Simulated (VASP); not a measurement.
An input for Quantum ESPRESSO's pw.x (written as the equivalent of a VASP run, and not itself run):

```
&CONTROL
  calculation = 'scf'
  pseudo_dir = './pseudo'
  outdir = './out'
  tprnfor = .true.
  tstress = .true.
/
&SYSTEM
  ibrav = 0
  nat = 2
  ntyp = 2
  ecutwfc = 84
  occupations = 'smearing'
  smearing = 'gaussian'
  degauss = 0.003675
  input_dft = 'pbe'
  vdw_corr = 'grimme-d3'
  dftd3_version = 3
  dftd3_threebody = .false.
/
&ELECTRONS
  conv_thr = 7.3e-09
  electron_maxstep = 100
/
ATOMIC_SPECIES
  K 39.098 K.upf
  F 18.998 F.upf
CELL_PARAMETERS angstrom
     0.0000000    2.6917700    2.6917700
     2.6917700    0.0000000    2.6917700
     2.6917700    2.6917700    0.0000000
ATOMIC_POSITIONS crystal
  K    0.0000000  0.0000000  0.0000000
  F    0.5000000  0.5000000  0.5000000
K_POINTS automatic
  9 9 9 0 0 0
```

Write the VASP files for the same calculation (PBE-D3 (zero damping)).

Several could match; the one computed here: 
**KPOINTS**
```
Automatic mesh
0
Gamma
9 9 9
0 0 0
```

### INCAR
```
SYSTEM = KF
PREC = Accurate
ENCUT = 520
EDIFF = 1E-7
NELM = 100
ALGO = Normal
LREAL = .FALSE.
LASPH = .TRUE.
ISMEAR = 0
SIGMA = 0.05
GGA = PE
IVDW = 11
LWAVE = .FALSE.
LCHARG = .FALSE.
ISIF = 2
```

**POSCAR**
```
KF
1
    0.0000000000     2.6917699503     2.6917699503
    2.6917699503     0.0000000000     2.6917699503
    2.6917699503     2.6917699503     0.0000000000
K F
1 1
Direct
  0.0000000000   0.0000000000   0.0000000000
  0.5000000000   0.5000000000   0.5000000000
```

POTCAR, in this order: K_sv F (PBE.64 set). Program: vasp_std.

The two are equivalent in intent, not identical: the potentials are each code's own (VASP's PAW set, PseudoDojo norm-conserving files in pw.x), so ENCUT and ecutwfc are chosen apart and not converted; conv_thr bounds pw.x's estimated SCF error, while EDIFF bounds the energy change between steps.

The compound is KF in the rock salt structure. It was relaxed first.
